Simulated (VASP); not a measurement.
SrTiO3:

```
CELL_PARAMETERS angstrom
3.90528 0.00000 0.00000
0.00000 3.90528 0.00000
0.00000 0.00000 3.90528
ATOMIC_POSITIONS crystal
Sr 0.50000 0.50000 0.50000
Ti 0.00000 0.00000 0.00000
O 0.50000 0.00000 0.00000
O 0.00000 0.50000 0.00000
O 0.00000 0.00000 0.50000
```

```yaml
Program: VASP 6.6.1
Task: relaxation of cell and atoms
Functional: PBE
Potentials_or_basis: VASP PAW PBE potentials, release 64 (Sr_sv, Ti_sv, O)
Cutoff: 600 eV
k_mesh: 8 × 8 × 8
Occupations: gaussian, width 0.03 eV
Spin: no spin polarisation
```

At the start: pressure 4.7 GPa; volume 11.91 Å³/atom.

Q: How do energy, volume and symmetry change on relaxing?

A: Over 3 steps the energy falls by 4.6 meV/atom and the volume is 12.23 Å³/atom (+2.7 %); space group Pm-3m (No. 221, to 0.05 Å).

Step by step:
| step | energy change (eV) | largest force (eV/Å) | pressure (GPa) | volume (Å³) |
| --- | --- | --- | --- | --- |
| 1 | 0.0000 | 0.0000 | 4.69 | 59.56 |
| 2 | -0.0057 | 0.0000 | -3.75 | 62.62 |
| 3 | -0.0232 | 0.0000 | -0.02 | 61.17 |

Final structure:
```cif
data_structure
_symmetry_space_group_name_H-M 'P 1'
_symmetry_Int_Tables_number 1
_cell_length_a 3.9402
_cell_length_b 3.9402
_cell_length_c 3.9402
_cell_angle_alpha 90.000
_cell_angle_beta 90.000
_cell_angle_gamma 90.000
_cell_volume 61.17
loop_
_atom_site_label
_atom_site_type_symbol
_atom_site_fract_x
_atom_site_fract_y
_atom_site_fract_z
_atom_site_occupancy
Sr1 Sr 0.50000 0.50000 0.50000 1
Ti1 Ti 0.00000 0.00000 0.00000 1
O1 O 0.50000 0.00000 0.00000 1
O2 O 0.00000 0.50000 0.00000 1
O3 O 0.00000 0.00000 0.50000 1
```
